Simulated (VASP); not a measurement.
# Na3TeH (Pm-3m) in VASP: further runs, part 2 of 3

VASP 6.6.1. Earlier steps stand in the parts before.

### Step 3. Relaxation of cell and atoms, RPBE

This run uses another cell than the first one, of 22.75 Å³/atom, 1.050 times its volume.

INCAR

```
SYSTEM = Na3TeH
ALGO     = Normal         ! electronic algorithm
EDIFF    = 1E-7           ! SCF threshold, eV
EDIFFG   = -0.005         ! ionic threshold
ENCUT    = 600            ! plane-wave cutoff, eV
GGA      = RP             ! functional
IBRION   = 2              ! ionic algorithm
ISIF     = 3              ! what is computed and relaxed
ISMEAR   = 0              ! smearing method
LASPH    = .TRUE.         ! aspherical terms in the spheres
LCHARG   = .FALSE.        ! write CHGCAR
LREAL    = .FALSE.        ! projectors in reciprocal space
LWAVE    = .FALSE.        ! write WAVECAR
NELM     = 80             ! most SCF steps
NSW      = 90             ! ionic steps
PREC     = Accurate       ! precision mode
SIGMA    = 0.03           ! smearing width, eV
```

KPOINTS

```
k-points
0
G
  6 6 6
  0 0 0
```

POSCAR

```
Na3TeH                                  
1.0
    4.8449634082      0.0000000000     -0.0000000000
   -0.0000000000      4.8449634082     -0.0000000000
    0.0000000000     -0.0000000000      4.8449634082
  Na              Te              H             
     3     1     1
Direct
     0.5000000000000000    0.0000000000000000    0.5000000000000000
     0.0000000000000000    0.5000000000000000    0.5000000000000000
     0.5000000000000000    0.5000000000000000    0.0000000000000000
     0.0000000000000000    0.0000000000000000    0.0000000000000000
     0.5000000000000000    0.5000000000000000    0.5000000000000000
```

Potentials or basis: VASP PAW PBE potentials, release 64 (Na_pv, Te, H).

Command:

```console
$ cat potpaw_PBE.64/Na_pv/POTCAR potpaw_PBE.64/Te/POTCAR potpaw_PBE.64/H/POTCAR > POTCAR
$ mpirun -np 1 vasp_std > vasp.out
```

OUTCAR:

```text
SYSTEM = Na3TeH
   EDIFF = 1E-7
   EDIFFG = -0.005
   ENCUT = 600
   GGA = RP
   IBRION = 2
   ISIF = 3
   ISMEAR = 0
   LASPH = .TRUE.
   LREAL = .FALSE.
   NELM = 80
   NSW = 90
   PREC = Accurate

 ion  position               nearest neighbor table
   1  0.500  0.000  0.500-
   2  0.000  0.500  0.500-
   3  0.500  0.500  0.000-
   4  0.000  0.000  0.000-
   5  0.500  0.500  0.500-

  LATTYP: Found a simple cubic cell.
 ALAT       =     4.8449634082

  Lattice vectors:

 A1 = (   4.8449634082,   0.0000000000,   0.0000000000)
 A2 = (   0.0000000000,   4.8449634082,   0.0000000000)
 A3 = (   0.0000000000,   0.0000000000,   4.8449634082)

Analysis of symmetry for initial positions (statically):
=====================================================================
 Subroutine PRICEL returns:
 Original cell was already a primitive cell.

 Routine SETGRP: Setting up the symmetry group for a
 simple cubic supercell.

 Subroutine GETGRP returns: Found 48 space group operations
 (whereof 48 operations were pure point group operations)
 out of a pool of 48 trial point group operations.

The static configuration has the point symmetry O_h .

Analysis of symmetry for dynamics (positions and initial velocities):
=====================================================================
 Subroutine PRICEL returns:
 Original cell was already a primitive cell.

 Routine SETGRP: Setting up the symmetry group for a
 simple cubic supercell.

 Subroutine GETGRP returns: Found 48 space group operations
 (whereof 48 operations were pure point group operations)
 out of a pool of 48 trial point group operations.

The dynamic configuration has the point symmetry O_h .

 Subroutine INISYM returns: Found 48 space group operations
 (whereof 48 operations are pure point group operations),
 and found     1 'primitive' translations

----------------------------------------------------------------------------------------

                                     Primitive cell

  volume of cell :     113.7291

  direct lattice vectors                    reciprocal lattice vectors
     4.844963408  0.000000000  0.000000000     0.206399908  0.000000000  0.000000000
     0.000000000  4.844963408  0.000000000     0.000000000  0.206399908  0.000000000
     0.000000000  0.000000000  4.844963408     0.000000000  0.000000000  0.206399908

  length of vectors
     4.844963408  4.844963408  4.844963408     0.206399908  0.206399908  0.206399908

  position of ions in fractional coordinates (direct lattice)
     0.500000000  0.000000000  0.500000000
     0.000000000  0.500000000  0.500000000
     0.500000000  0.500000000  0.000000000
     0.000000000  0.000000000  0.000000000
     0.500000000  0.500000000  0.500000000

  ion indices of the primitive-cell ions
   primitive index   ion index
                 1           1
                 2           2
                 3           3
                 4           4
                 5           5

----------------------------------------------------------------------------------------

 KPOINTS: k-points

[... 24 lines left out ...]
  0.000000  0.000000  0.000000      1.000000
  0.166667  0.000000  0.000000      6.000000
  0.333333  0.000000  0.000000      6.000000
  0.500000  0.000000  0.000000      3.000000
  0.166667  0.166667  0.000000     12.000000
  0.333333  0.166667  0.000000     24.000000
[... 12 lines left out ...]
  0.500000  0.500000  0.333333      6.000000
  0.500000  0.500000  0.500000      1.000000
   k-points           NKPTS =     20   k-points in BZ     NKDIM =     20   number of bands    NBANDS=     18
   number of dos      NEDOS =    301   number of ions     NIONS =      5
   total plane-waves  NPLWV =  64000
   dimension x,y,z NGX =    40 NGY =   40 NGZ =   40
   dimension x,y,z NGXF=    80 NGYF=   80 NGZF=   80
   ions per type =               3   1   1
   NGX,Y,Z   is equivalent  to a cutoff of  13.73, 13.73, 13.73 a.u.
   NGXF,Y,Z  is equivalent  to a cutoff of  27.45, 27.45, 27.45 a.u.
 SYSTEM =  Na3TeH
   PREC   = accura    normal or accurate (medium, high low for compatibility)
   ISTART =      0    job   : 0-new  1-cont  2-samecut
   ICHARG =      2    charge: 1-file 2-atom 10-const
   ISPIN  =      1    spin polarized calculation?
   LNONCOLLINEAR =      F non collinear calculations
   LSORBIT =      F    spin-orbit coupling
   LASPH  =      T    aspherical Exc in radial PAW
   ENCUT  =  600.0 eV  44.10 Ry    6.64 a.u.   9.68  9.68  9.68*2*pi/ulx,y,z
   NELM   =     80;   NELMIN=  2; NELMDL= -5     # of ELM steps
   EDIFF  = 0.1E-06   stopping-criterion for ELM
   LREAL  =      F    real-space projection
   EDIFFG = -.5E-02   stopping-criterion for IOM
   NSW    =     90    number of steps for IOM
   IBRION =      2    ionic relax: 0-MD 1-quasi-New 2-CG
   NFREE  =      1    steps in history (QN), initial steepest desc. (CG)
   ISIF   =      3    stress and relaxation
   ISYM   =      2    0-nonsym 1-usesym 2-fastsym
   POTIM  = 0.5000    time-step for ionic-motion
   TEBEG  =    0.0;   TEEND  =   0.0 temperature during run
   PSTRESS=    0.0 pullay stress
   NELECT =      28.0000    total number of electrons
   NUPDOWN=      -1.0000    fix difference up-down
   EMIN   =  10.00;   EMAX   =-10.00  energy-range for DOS
   EFERMI =   0.00;   METHOD = LEGACY
   ISMEAR =     0;   SIGMA  =   0.03  broadening in eV -4-tet -1-fermi 0-gaus
   EFERMI_NEDOS =   21; number of points for ismear=-14 and -15
   IALGO  =     38    algorithm
   IMIX   =      4    mixing-type and parameters
     AMIX     =   0.40;   BMIX     =  1.00
     AMIX_MAG =   1.60;   BMIX_MAG =  1.00
  volume/ion in A,a.u.               =      22.75       153.50
  Fermi-wavevector in a.u.,A,eV,Ry     =   1.026054  1.938961 14.324042  1.052787
  Thomas-Fermi vector in A             =   2.159927
   LORBIT       =      0    0 simple, 1 ext, 2 COOP (PROOUT), +10 PAW based schemes
   GGA     = RP    functional components
   LHFCALC =     F    Hartree Fock is set to
   AEXX    =    0.0000 exact exchange contribution
   IVDW    =     0    specifies the selected vdW correction
   LEPSILON=     F    determine dielectric tensor
   LRPA    =     F    only Hartree local field effects (RPA)
 conjugate gradient relaxation of ions
 non-spin polarized calculation
 Gauss-broadening in eV      SIGMA  =   0.03
  energy-cutoff  :      600.00
  volume of cell :      113.73
 maximum number of plane-waves:      3840
 NGX is ok and might be reduce to    40
   NGX = 19   NGY = 19   NGZ = 19

 number of electron      28.0000035 magnetization

 Free energy of the ion-electron system (eV)
  ---------------------------------------------------
  ext. energy  EPLUGINS =         0.00000000
  ---------------------------------------------------
  free energy    TOTEN  =       -12.97619642 eV

  energy without entropy =      -12.97619642  energy(sigma->0) =      -12.97619642

 E-fermi :   1.5011     XC(G=0):  -7.7768

 val. band max:        1.3546435489   @ k =   0.5000   0.5000   0.0000
 cond. band min:       3.9790754969   @ k =   0.5000   0.0000   0.0000
 fundamental gap:      2.6244319480
 Fermi energy:         1.5010873256

 k-point     1 :       0.0000    0.0000    0.0000
  band No.  band energies     occupation
      1     -22.0107      2.00000
      2     -22.0107      2.00000
      3     -22.0107      2.00000
      4     -21.9831      2.00000
      5     -21.9831      2.00000
      6     -21.9831      2.00000
[... 397 lines left out ...]
      5     -21.9649      2.00000
      6     -21.9649      2.00000
[... 10 lines left out ...]
     17       4.2396      0.00000
     18      10.1372      0.00000

------------------------ aborting loop because EDIFF is reached ----------------------------------------

  FORCE on cell =-STRESS in cart. coord.  units (eV):
  Direction    XX          YY          ZZ          XY          YZ          ZX
  --------------------------------------------------------------------------------------
  -------------------------------------------------------------------------------------
  Total        0.0052575      0.0052575      0.0052575     -0.0000000      0.0000000      0.0000000
  in kB        0.0740659      0.0740659      0.0740659     -0.0000000      0.0000000      0.0000000
  external PRESSURE =       0.0740659 kB  Pullay stress =       0.0000000 kB

 VOLUME and BASIS-vectors are now :
 -----------------------------------------------------------------------------
  energy-cutoff  :      600.00
  volume of cell :      113.73
      direct lattice vectors                 reciprocal lattice vectors
     4.844963408  0.000000000  0.000000000     0.206399908  0.000000000  0.000000000
     0.000000000  4.844963408  0.000000000     0.000000000  0.206399908  0.000000000
     0.000000000  0.000000000  4.844963408     0.000000000  0.000000000  0.206399908

 POSITION                                       TOTAL-FORCE (eV/Angst)
 -----------------------------------------------------------------------------------
      2.42248      0.00000      2.42248         0.000000      0.000000      0.000000
      0.00000      2.42248      2.42248         0.000000      0.000000      0.000000
      2.42248      2.42248      0.00000         0.000000      0.000000      0.000000
      0.00000      0.00000      0.00000         0.000000      0.000000      0.000000
      2.42248      2.42248      2.42248         0.000000      0.000000      0.000000
 -----------------------------------------------------------------------------------
    total drift:                               -0.000000      0.000000     -0.000000

  FREE ENERGIE OF THE ION-ELECTRON SYSTEM (eV)
  ---------------------------------------------------
  free  energy   TOTEN  =       -12.9761964170 eV

  energy  without entropy=      -12.9761964170  energy(sigma->0) =      -12.97619642

 reached required accuracy - stopping structural energy minimisation
```

Wall time 20 s (1 thread of Intel Xeon 6975P-C (Granite Rapids), shared host); peak memory 0.26 GiB.

What came out:

```
Free energy             : -12.9762 eV
Pressure after relaxing : 0.0 GPa
Band gap on the k mesh  : 2.62 eV, indirect (least direct gap 2.79 eV)
```

Final structure:
```
CELL_PARAMETERS angstrom
4.84496 0.00000 0.00000
0.00000 4.84496 0.00000
0.00000 0.00000 4.84496
ATOMIC_POSITIONS crystal
Na 0.50000 0.00000 0.50000
Na 0.00000 0.50000 0.50000
Na 0.50000 0.50000 0.00000
Te 0.00000 0.00000 0.00000
H 0.50000 0.50000 0.50000
```

Levels at points of the mesh, in eV from the valence-band top:
```csv
k point,band 10,band 11,band 12,band 13,band 14,band 15,band 16,band 17,band 18
"(0.00, 0.00, 0.00)",-9.26,-2.48,-0.37,-0.37,-0.37,4.04,4.19,4.19,6.65
"(0.50, 0.00, 0.00)",-9.09,-3.08,-0.61,-0.17,-0.17,2.62,4.84,4.97,4.97
"(0.50, 0.50, 0.00)",-8.96,-2.16,-1.69,-1.69,0.00,4.46,4.87,5.63,5.63
"(0.50, 0.50, 0.50)",-8.86,-1.86,-1.28,-1.28,-1.28,2.89,2.89,2.89,8.78
```

Caveat: the relaxation stopped at its first step, so nothing moved; the PAW data sets were made with another functional, which shifts forces and pressure a little; spin-orbit coupling is left out, which moves the levels of the heavy elements.

### Step 4. Relaxation of cell and atoms, AM05

INCAR

```
PREC = Accurate ; ENCUT = 600
EDIFF = 1E-6 ; ISMEAR = 0
SIGMA = 0.03 ; LREAL = F
LASPH = T ; NELM = 80
ALGO = Normal ; ISIF = 3
LWAVE = F ; LCHARG = F
GGA = AM ; IBRION = 2
NSW = 90 ; EDIFFG = -0.01
```

KPOINTS

```
Automatic mesh
0
Gamma
  6 6 6
```

POSCAR

```
Na3TeH
1.0
    4.7671700000      0.0000000000      0.0000000000
    0.0000000000      4.7671700000      0.0000000000
    0.0000000000      0.0000000000      4.7671700000
Na Te H
3 1 1
Direct
    0.5000000000      0.0000000000      0.5000000000
    0.0000000000      0.5000000000      0.5000000000
    0.5000000000      0.5000000000      0.0000000000
    0.0000000000      0.0000000000      0.0000000000
    0.5000000000      0.5000000000      0.5000000000
```

Command:

```console
$ cat potpaw_PBE.64/Na_pv/POTCAR potpaw_PBE.64/Te/POTCAR potpaw_PBE.64/H/POTCAR > POTCAR
$ mpirun -np 1 vasp_std > vasp.out
```

Wall time 38 s (1 thread of Intel Xeon 6975P-C (Granite Rapids), shared host); peak memory 0.27 GiB.

The run converged. Its results:

```
Free energy                            : -13.4544 eV
Relaxed volume                         : 21.39 Å³/atom
Relaxed cell                           : a = 4.747 Å, b = 4.747 Å, c = 4.747 Å, α = 90.00°, β = 90.00°, γ = 90.00°
Space group after relaxing (to 0.05 Å) : Pm-3m (No. 221)
Energy gained by relaxing              : 0.4 meV/atom
Ionic steps                            : 3
Pressure after relaxing                : 0.0 GPa
Band gap on the k mesh                 : 2.63 eV, indirect (least direct gap 2.81 eV)
```

The path:
```csv
step,energy change (eV),largest force (eV/Å),pressure (GPa),volume (Å³)
1,0.0000,0.0000,-0.37,108.34
2,-0.0014,0.0000,-0.19,107.56
3,-0.0019,0.0000,-0.04,106.94
```

Final structure:
```cif
data_structure
_symmetry_space_group_name_H-M 'P 1'
_symmetry_Int_Tables_number 1
_cell_length_a 4.7466
_cell_length_b 4.7466
_cell_length_c 4.7466
_cell_angle_alpha 90.000
_cell_angle_beta 90.000
_cell_angle_gamma 90.000
_cell_volume 106.94
loop_
_atom_site_label
_atom_site_type_symbol
_atom_site_fract_x
_atom_site_fract_y
_atom_site_fract_z
_atom_site_occupancy
Na1 Na 0.50000 0.00000 0.50000 1
Na2 Na 0.00000 0.50000 0.50000 1
Na3 Na 0.50000 0.50000 0.00000 1
Te1 Te 0.00000 0.00000 0.00000 1
H1 H 0.50000 0.50000 0.50000 1
```

Levels at points of the mesh, in eV from the valence-band top:
| k point | band 12 | band 13 | band 14 | band 15 | band 16 | band 17 |
| --- | --- | --- | --- | --- | --- | --- |
| (0.00, 0.00, 0.00) | -0.42 | -0.42 | -0.42 | 4.13 | 4.13 | 4.28 |
| (0.50, 0.00, 0.00) | -0.58 | -0.19 | -0.19 | 2.63 | 4.78 | 4.93 |
| (0.50, 0.50, 0.00) | -1.86 | -1.86 | 0.00 | 4.47 | 5.02 | 5.78 |
| (0.50, 0.50, 0.50) | -1.41 | -1.41 | -1.41 | 2.80 | 2.80 | 2.80 |

Caveat: the PAW data sets were made with another functional, which shifts forces and pressure a little; spin-orbit coupling is left out, which moves the levels of the heavy elements. A k mesh can miss the band edges.

(Part 2 of 3 ends here.)
